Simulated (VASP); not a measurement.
Here is the system:

```
CELL_PARAMETERS angstrom
      0.00000     2.95500     2.95500
      2.95500     0.00000     2.95500
      2.95500     2.95500     0.00000
ATOMIC_POSITIONS crystal
  Al 0.25000 0.25000 0.25000
  Al 0.75000 0.75000 0.75000
  Pt 0.00000 0.00000 0.00000
```

The numbers are results of PBE GGA, VASP's PBE PAW potentials (set 64) (plane waves; VASP), not measurements. Numerical set-up: 520 eV cut-off, 8×8×8 Γ-centred mesh, first-order Methfessel-Paxton smearing of 0.10 eV, potentials Al_GW Pt.

Q: Give the stress tensor in GPa (positive for a compressed cell).

A: 
```
2.18  0.00  0.00
0.00  2.18  0.00
0.00  0.00  2.18
```
The pressure is its mean diagonal, 2.18 GPa.

The compound is PtAl2 in the fluorite structure. The cell was not relaxed at this level. The run is one of a series of settings (ENCUT = 520, POTCAR Al_GW Pt (PBE.64 set) against the base run), some of them coarse on purpose.
